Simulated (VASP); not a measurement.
Runs of VASP 6.6.1 on B2As. It takes space group P4/mbm (No. 127, tetragonal). The conventional cell has a = 5.300 Å, b = 5.300 Å, c = 2.615 Å, α = 90.00°, β = 90.00°, γ = 90.00°. B (site symmetry m2m) is surrounded by 1 B at 1.61 Å. As (site symmetry 4/m) is surrounded by 4 B at 2.16 Å. The cell was built by a generator and needn't be a form met in nature.

| task | cell | k mesh | cutoff (eV) | mesh quality | gap on the mesh (eV) | pressure (GPa) | relaxed volume (Å³/atom) | largest force (eV/Å) |
| --- | --- | --- | --- | --- | --- | --- | --- | --- |
| single point | P4/mbm, 12.24 Å³/atom | 4 × 4 × 8 | 520 | not flagged | none | (a) | - | (b) |
| relaxation of cell and atoms | relaxed | 8 × 8 × 14 | 600 | not flagged | - | 0.0 | 12.25 | - |
| relaxation of cell and atoms | relaxed | 4 × 4 × 8 | 600 | coarse | - | 0.1 | 12.26 | - |
| single point | P4/mbm, 12.21 Å³/atom | 8 × 8 × 14 | 520 | not flagged | none | 0.4 | - | 0.02 |
| single point | P4/mbm, 10.14 Å³/atom | 4 × 4 × 8 | 520 | coarse | none | 55.4 | - | 1.64 |

Alike in all rows: level PBE; potentials or basis VASP PAW PBE potentials, release 64 (B, As); no spin polarisation; smearing gaussian 0.1 eV.

Question: Fill in the values left out.

Answer: (a) 0.2; (b) 0.03.

Caveats: some runs use coarse meshes; the bands computed are all filled at some k points, so no gap is given (some runs); the volume moved by over 15 % at a fixed basis, so the end points are rough (some runs); a pressure of tens of GPa on the cell as given is suspect, and the run, the potentials or the cell itself is likely at fault (some runs); forces of over 1 eV/Å show positions far from the minimum, so gaps and moduli don't describe the material at rest (some runs).

A k mesh can miss the band edges, and the runs leave out spin-orbit coupling on As.

A gap of «none» marks a metal or a gap under the smearing width.
